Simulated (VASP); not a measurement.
Input:

```
CELL_PARAMETERS angstrom
      0.00000     3.11238     3.11238
      3.11238     0.00000     3.11238
      3.11238     3.11238     0.00000
ATOMIC_POSITIONS crystal
  Ga 0.00000 0.00000 0.00000
  Sb 0.25000 0.25000 0.25000
```

Level of theory: PBE GGA, VASP's PBE PAW potentials (set 64) (plane waves; VASP 6.6.1). Numerical set-up: PREC = Normal, EDIFF = 1E-5, 400 eV cut-off, 8×8×8 Γ-centred mesh, Gaussian smearing of 0.050 eV, potentials Ga Sb.

Unless said otherwise, spin-orbit coupling is left out, though it shifts the bands of the heavy elements here.

Task: Estimate the energy per atom (σ→0), band gap (on the k-mesh) with the smallest direct gap where there is one.

Result: 
```yaml
band gap (on the k-mesh): none (metal, semimetal or under 0.01 eV)
energy per atom (σ→0): -355.8 kJ/mol of atoms
```

Total energies compare only between runs with the same potentials, cut-off and functional.

The compound is GaSb in the zinc blende structure. It was relaxed first, which changed the volume by +6 %.
